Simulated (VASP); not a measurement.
Data:

```yaml
crystal:
  lattice:
    - [3.48613, 0.00000, 0.00000]
    - [0.00000, 3.48613, 0.00000]
    - [0.00000, 0.00000, 3.48613]
  atoms:
    - { symbol: Si, position: [0.00000, 0.00000, 0.00000] }
    - { symbol: Ni, position: [0.00000, 0.50000, 0.50000] }
    - { symbol: Ni, position: [0.50000, 0.00000, 0.50000] }
    - { symbol: Ni, position: [0.50000, 0.50000, 0.00000] }
```

Method: MS2 meta-GGA, VASP's PBE PAW potentials (set 64) (plane waves; VASP). Settings: 520 eV cut-off, 9×9×9 Γ-centred mesh, first-order Methfessel-Paxton smearing of 0.10 eV, potentials Si Ni.

### Question
Predict the energy per atom (σ→0), pressure, band gap (on the k-mesh) with the smallest direct gap where there is one.

### Answer

| Item | Result |
|---|---|
| band gap (on the k-mesh) | none (metal, semimetal or under 0.01 eV) |
| energy per atom (σ→0) | -837.4 kJ/mol of atoms |
| pressure | -6.78 GPa |

Only differences to runs with the same potentials and settings are physical.

The compound is Ni3Si in the L1_2 structure. This cell is one point of a volume scan, at 1.03 of the reference volume. The run is not spin-polarised, so no magnetic state was tried.
